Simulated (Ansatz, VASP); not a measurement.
# Ge (Germanium): VASP beside Ansatz

Wanted: the spread between two codes on one cell, functional and k mesh.

Method: plane waves, with VASP 6.6.1 beside it; single point at LDA, in Ansatz 0.2.0.

## 1. Set-up

The structure is cubic, space group Fd-3m (No. 227). The conventional cell has a = 5.658 Å, b = 5.658 Å, c = 5.658 Å, α = 90.00°, β = 90.00°, γ = 90.00°. Nearest to Ge lie 4 Ge at 2.45 Å.

## 2. VASP: single point, LDA

A single point gives forces, pressure and levels at one fixed geometry, so differences don't come from the geometry; what else differs is listed under the comparison.

Lines of VASP's logs that name or quote its potential files are left out, and so is its time.

Contents of INCAR:

```
SYSTEM = Ge
PREC = Accurate
ENCUT = 410
EDIFF = 1E-07
NELM = 100
ISMEAR = 0
SIGMA = 0.01
LREAL = .FALSE.
ALGO = Normal
GGA = CA
NBANDS = 20
LORBIT = 11
LWAVE = .FALSE.
LCHARG = .FALSE.
KPAR = 2
```

Contents of POSCAR:

```
Ge
1.0
    0.0000000000      2.8289100000      2.8289100000
    2.8289100000      0.0000000000      2.8289100000
    2.8289100000      2.8289100000      0.0000000000
Ge
2
Direct
    0.7500000000      0.7500000000      0.7500000000
    0.5000000000      0.5000000000      0.5000000000
```

Contents of KPOINTS:

```
Automatic mesh
0
Gamma
9 9 9
0 0 0
```

The projector-augmented-wave data sets are Ge_d (PBE family, release 64).

Launch:

```bash
mpirun -np 2 vasp_std
```

Numbers of over 12 decimals in the logs are rounded to 6 here.

The log of the run:

```text
[banner, memory and clock lines left out]
running    2 mpi-ranks, on    1 nodes
 distrk:  each k-point on    1 cores,    2 groups
 distr:  one band on    1 cores,    1 groups

 POSCAR found type information on POSCAR Ge
 POSCAR found :  1 types and       2 ions
|                                                                             |
|               ----> ADVICE to this user running VASP <----                  |
|                                                                             |
|     You enforced a specific xc type in the INCAR file but a different       |
|     [... a line on the potential file left out ...]
|     I HOPE YOU KNOW WHAT YOU ARE DOING!                                     |
|                                                                             |

 LDA part: xc-table for (Slater(with rela. corr.)+CA(PZ))
 , standard interpolation
 POSCAR, INCAR and KPOINTS ok, starting setup
 FFT: planning ... GRIDC
 FFT: planning ... GRID_SOFT
 FFT: planning ... GRID
 WAVECAR not read
 entering main loop
       N       E                     dE             d eps       ncg     rms          rms(c)
DAV:   1     0.171053250202E+03    0.17105E+03   -0.13224E+04  1540   0.334E+03
DAV:   2     0.129340543072E+02   -0.15812E+03   -0.15401E+03  1400   0.535E+02
DAV:   3    -0.993213002592E+01   -0.22866E+02   -0.22732E+02  1592   0.137E+02
DAV:   4    -0.106176944629E+02   -0.68556E+00   -0.68514E+00  1564   0.284E+01
DAV:   5    -0.106287749282E+02   -0.11080E-01   -0.11080E-01  1576   0.387E+00    0.310E+00
DAV:   6    -0.105009416585E+02    0.12783E+00   -0.48477E-02  1816   0.271E+00    0.175E+00
DAV:   7    -0.104381474867E+02    0.62794E-01   -0.82148E-02  1452   0.276E+00    0.147E-01
DAV:   8    -0.104389185167E+02   -0.77103E-03   -0.87213E-03  1620   0.131E+00    0.574E-02
DAV:   9    -0.104389658310E+02   -0.47314E-04   -0.20497E-04  1760   0.207E-01    0.584E-03
DAV:  10    -0.104389666962E+02   -0.86518E-06   -0.12876E-05  1844   0.484E-02    0.398E-03
DAV:  11    -0.104389668421E+02   -0.14585E-06   -0.16537E-06  1892   0.141E-02    0.142E-03
DAV:  12    -0.104389667407E+02    0.10131E-06   -0.47867E-07  1688   0.130E-02    0.261E-04
DAV:  13    -0.104389667450E+02   -0.43037E-08   -0.83571E-09   840   0.155E-03
   1 F= -.10438967E+02 E0= -.10438956E+02  d E =-.211608E-04
```

From OUTCAR (step 2):

```text
ion  position               nearest neighbor table
   1  0.750  0.750  0.750-   2 2.45   2 2.45   2 2.45   2 2.45
   2  0.500  0.500  0.500-   1 2.45   1 2.45   1 2.45   1 2.45

  LATTYP: Found a face centered cubic cell.
 ALAT       =     5.6578200000

 Subroutine GETGRP returns: Found 48 space group operations
 (whereof 24 operations were pure point group operations)

The static configuration has the point symmetry T_d .
 The point group associated with its full space group is O_h .

 Found     35 irreducible k-points:

   k-points           NKPTS =     35   k-points in BZ     NKDIM =     35   number of bands    NBANDS=     20

   dimension x,y,z NGX =    28 NGY =   28 NGZ =   28
   dimension x,y,z NGXF=    56 NGYF=   56 NGZF=   56

   ENCUT  =  410.0 eV  30.13 Ry    5.49 a.u.   6.61  6.61  6.61*2*pi/ulx,y,z

   NELECT =      28.0000    total number of electrons

 k-points in reciprocal lattice and weights: Automatic mesh
   0.00000000  0.00000000  0.00000000       0.001
   0.11111111  0.00000000  0.00000000       0.011
   0.22222222  0.00000000  0.00000000       0.011
   0.33333333  0.00000000  0.00000000       0.011
   0.44444444  0.00000000  0.00000000       0.011
   0.11111111  0.11111111  0.00000000       0.008
   0.22222222  0.11111111  0.00000000       0.033
   0.33333333  0.11111111  0.00000000       0.033
   0.44444444  0.11111111  0.00000000       0.033
[...]
-0.33333333  0.44444444  0.11111111       0.033
  -0.33333333  0.44444444  0.22222222       0.033

 average (electrostatic) potential at core
       1 -73.9529       2 -73.9529

 E-fermi :   4.6970

 k-point     1 :       0.0000    0.0000    0.0000
  band No.  band energies     occupation
    ...
     11      -8.1178      2.00000
     12       4.5490      2.00000
     13       4.6940      1.33338
     14       4.6940      1.33338
     15       4.6940      1.33323
     16       7.2199      0.00000
     17       7.2199      0.00000
     18       7.2199      0.00000
     19      10.8906      0.00000
     20      14.2580      0.00000

 k-point     2 :       0.1111    0.0000    0.0000
  band No.  band energies     occupation
    ...
     10     -19.7865      2.00000
     11      -7.9673      2.00000
     12       2.5493      2.00000
     13       4.4169      2.00000
     14       4.4169      2.00000
     15       5.6258      0.00000
     16       7.5891      0.00000
     17       7.5891      0.00000
     18       7.9201      0.00000
     19      11.6750      0.00000
    ...

 k-point     3 :       0.2222    0.0000    0.0000
  band No.  band energies     occupation
    ...
     10     -19.7767      2.00000
     11      -7.5267      2.00000
     12       0.4271      2.00000
     13       3.9233      2.00000
     14       3.9233      2.00000
     15       5.3539      0.00000
     16       8.1944      0.00000
     17       8.1944      0.00000
     18       9.7162      0.00000
     19      12.5820      0.00000
    ...

  Total       -0.4391147     -0.4391147     -0.4391147      0.0000000      0.0000000     -0.0000000
  in kB      -15.5382153    -15.5382153    -15.5382153      0.0000000      0.0000000     -0.0000000
  external PRESSURE =     -15.5382153 kB  Pullay stress =       0.0000000 kB

  energy-cutoff  :      410.00
  volume of cell :       45.28
      direct lattice vectors                 reciprocal lattice vectors
     0.000000000  2.828910000  2.828910000    -0.176746521  0.176746521  0.176746521
     2.828910000  0.000000000  2.828910000     0.176746521 -0.176746521  0.176746521
     2.828910000  2.828910000  0.000000000     0.176746521  0.176746521 -0.176746521

 POSITION                                       TOTAL-FORCE (eV/Angst)
 -----------------------------------------------------------------------------------
      4.24336      4.24336      4.24336         0.000000      0.000000      0.000000
      2.82891      2.82891      2.82891        -0.000000     -0.000000     -0.000000
 -----------------------------------------------------------------------------------
    total drift:                                0.000000      0.000000      0.000000

  FREE ENERGIE OF THE ION-ELECTRON SYSTEM (eV)
  ---------------------------------------------------
  free  energy   TOTEN  =       -10.4389667450 eV

  energy  without entropy=      -10.4389455842  energy(sigma->0) =      -10.43895616

 total charge
# of ion       s       p       d       tot
------------------------------------------
    1        1.128   1.258  10.025  12.411
    2        1.128   1.258  10.025  12.411
--------------------------------------------------
tot          2.257   2.516  20.049  24.822

[... 3 further parts left out ...]
```

The run ends at a pressure of -1.55 GPa.

## 3. Ansatz: single point, LDA

Ansatz runs on its default PAW (the set named soft_2) files.

The same cell, functional (in two slightly different forms), mesh and smearing now go to Ansatz, which takes its cutoff from its data sets.

Contents of input.yaml:

```yaml
crystal:
  lattice:
    - [0.0, 2.82891, 2.82891]
    - [2.82891, 0.0, 2.82891]
    - [2.82891, 2.82891, 0.0]
  atoms:
    - { symbol: Ge, position: [0.75, 0.75, 0.75] }
    - { symbol: Ge, position: [0.5, 0.5, 0.5] }
hamiltonian:
  xc: lda
  pseudopotentials: { kind: paw }
kpoints:
  mp_grid: { grid: [9, 9, 9] }
scf:
  occupations: { method: gaussian, width: 0.01 }
  n_extra_bands: 4
output:
  forces: true
  stress: true
  eigenvalues: true
  write_density: true
  write_potential: true
  elf: true
  volumetric_format: npy
```

Launch:

```bash
ansatz run input.yaml --threads 2 --pin off --max-ram 4608MiB --backend cpu --events-out ev --progress --plain --runs-dir out
```

The log of the run:

```text
scf.n_extra_bands = 4 over 14 filled bands (N_el = 28.0): the run solves 18 bands
Engine: ansatz 0.2.0, aarch64-unknown-linux-gnu
Pseudopotentials: kind: paw
Pseudopotential: Ge, paw, valence charge 14, recommended cutoff 420 eV (normal), Ge.paw.azcp
Functional definition: SPW92
  exchange = slater_x
  correlation = pw_c
Crystal: 2 atoms, lattice volume = 45.278 Å³
Basis set: ecut = 420 eV, 893 PW (Γ)
Bands: 18, of which v1, the nominal top of the filled ones, is band 14 counted from 1 (13 counted from 0)
Symmetry: 48 space group operations
Space group: Fd-3m (ITA 227), of the structure as read, at distance tolerance 3.6e-5 Å
k-points: 35 of 729
Non-local potential: Ge, projectors of the file, l = 0: 2, l = 1: 2, l = 2: 3, l = 3: 1
PAW form: soft (Blöchl's): semilocal exchange-correlation on the pseudo side does not see the compensation charge
PAW frozen core: Ge, regenerated for the run's functional, and the local potential with it (the file was generated under x = pbe(κ = 0.804, μ = 0.219515), c = pbe(β = 0.066725))
PAW one-centre angular grid: Ge, 590 points (default); XC on 64 Gauss nodes
Initial density: superposition of atomic densities (neutral atoms: chi_scale 0, normalization atom), corrected by the library's trained network
Initial wavefunctions: pseudopotential atomic-orbital guess
Functional: x = slater, c = lda
SCF iter   1: F=—  HF=-8431.432013 eV  |F-HF|=—  |Δ(HF+E_count)|=         —  Δρ=4.94e-3  dr2=4.48e-3  ethr=1.77e-3  ⟨swp⟩=6.0  Hψ=2939  notcnv=0
preconditioner: auto → none  [insulator: Δε(μ)=0.069 eV  Ē_g=23.459 eV  σ=0.010 eV  W_gap=0.67  n_scr=14 (ndim 8)  ℏωp=29.2 eV  f_vac=0.074  D(μ)=0.42/eV (n_scr^D=0)  ε∞_Penn≈2.5]
SCF iter   2: F=—  HF=-8431.430388 eV  |F-HF|=—  |Δ(HF+E_count)|=   1.62e-3  Δρ=2.49e-3  dr2=1.00e-3  ethr=1.60e-5  ⟨swp⟩=2.0  Hψ=1111  notcnv=0
SCF iter   3: F=—  HF=-8431.430319 eV  |F-HF|=—  |Δ(HF+E_count)|=   6.95e-5  Δρ=4.77e-4  dr2=5.15e-5  ethr=3.59e-6  ⟨swp⟩=2.0  Hψ=1245  notcnv=0
SCF iter   4: F=—  HF=-8431.430241 eV  |F-HF|=—  |Δ(HF+E_count)|=   7.75e-5  Δρ=1.20e-4  dr2=5.29e-6  ethr=1.84e-7  ⟨swp⟩=2.0  Hψ=1067  notcnv=0
SCF iter   5: F=—  HF=-8431.430237 eV  |F-HF|=—  |Δ(HF+E_count)|=   4.13e-6  Δρ=1.67e-5  dr2=7.96e-8  ethr=1.89e-8  ⟨swp⟩=2.0  Hψ=1076  notcnv=0
SCF iter   6: F=-8431.430237 eV  HF=-8431.430237 eV  |F-HF|=0.00e0  |Δ(HF+E_count)|=   8.69e-8  Δρ=1.25e-6  dr2=3.78e-10  ethr=2.84e-10  ⟨swp⟩=7.1  Hψ=3730  notcnv=0
SCF 1 converged in 6 iterations: F = -8431.430237 eV  dr2 = 3.78e-10
  greatest PAW one-centre occupation: 0.998 electrons in one spin orbital (limit 2), on the Ge atom at site 1 (counted from 0), in its partial waves of l = 2
SCF converged after 6 iterations
Free energy (F): -8431.430237 eV
Harris-Foulkes:  -8431.430237 eV  (|F-HF|=0.00e0)
Internal energy: -8431.430216 eV  (E = F + TS)
E sigma→0 (E₀):  -8431.430227 eV
Entropy (-TS):   -0.000021 eV (-0.011 meV/atom)
Fermi energy:    8.264670 eV
--- Per-component energies (eV) ---
  E_band       = -309.831365
  E_kinetic    = 224.045014
  E_local      = -4951.693758  (includes V_loc(G=0)·N_el)
  E_nonlocal   = 843.162061
  E_hartree    = 2169.564250
  E_xc         = -150.587916
  E_vxc        = -130.489704  (∫ρ·V_xc dr)
  E_paw        = -3882.602479  (= ΣΔE_a)
  E_vpaw       = -633.984545  (= ΣTr[D̂ρ^β])
  E_aug_tail   = 0.000667  (compensation charges beyond the density's cutoff)
  E_ewald      = -2687.134708
  E_core_change = 3.816652  (= ΣΔE_core)
  E_smearing   = -0.000021  (= −TS)
  E_closure    = 0.000000  (closes the sum)
  Σ components = -8431.430237   (vs F -8431.430237, Δ=0.00e0)
--- Forces (eV/Å), atoms counted from 1 ---
  atom   1  Ge     0.00000000    -0.00000000    -0.00000000
  atom   2  Ge     0.00000000     0.00000000     0.00000000
  max |Σ_I F_I| component: 1.11e-16 eV/Å
--- Stress (GPa, compression-positive) ---
       -1.318687       0.000000      -0.000000
       -0.000000      -1.318687      -0.000000
        0.000000      -0.000000      -1.318687
  P = ⅓ Tr σ = -1.3187 GPa (-13.187 kbar)
--- Band table (eV; the first three rows and the last of 35) ---
  k-point 0: bands = [... 10 lower, -4.5563, 8.0715, 8.2616, 8.2616, 8.2616, 10.7883, 10.7883, 10.7883]
  k-point 1: bands = [... 10 lower, -4.4060, 6.0998, 7.9857, 7.9857, 9.1729, 11.1563, 11.1563, 11.4805]
  k-point 2: bands = [... 10 lower, -3.9660, 3.9828, 7.4937, 7.4937, 8.9030, 11.7597, 11.7597, 13.2708]
  k-point 34: bands = [... 10 lower, -1.1453, -0.0238, 4.1354, 4.7628, 12.0026, 12.0405, 12.6314, 14.3646]
```

Run time: 2 s. Hardware: 2 threads of Arm Neoverse N1, shared host; peak memory 0.3 GiB.

The run ends at a pressure of -1.32 GPa.

## 4. Comparison

Known differences besides the potentials themselves: the two LDA forms differ slightly; the cutoff is 420 eV in Ansatz and 410 eV in VASP; Ansatz makes its cores anew for this functional, VASP keeps those of its PBE data sets; VASP's log shows a relativistic correction to its local exchange, Ansatz's none. Total energies have different zeros and are not compared.

The two programs side by side:

| quantity | Ansatz | VASP | difference |
| --- | --- | --- | --- |
| pressure (GPa) | -1.32 | -1.55 | +0.24 |

## 5. What came out

* difference in pressure (single point, LDA): 0.24 GPa

What this shows: The difference in pressure is 0.24 GPa (single point, LDA), within the 1 GPa picked in this series as the mark of a large difference. Such differences can come from data sets, numerical settings and the points named under the comparisons, not from the functional's error against experiment.

[Lines on the potential files, build, host, timing and source positions are cut from VASP's logs without a mark.]

[Logs are printed without paths, hosts, clocks, repeated set-up lines and the standing remarks that a program may print on its own settings, such as how far it seeks lower states.]

[Hosts, paths, dates, database ids (printed as entryN), source tags and the programs' standing remarks are cut or masked in the printed files.]
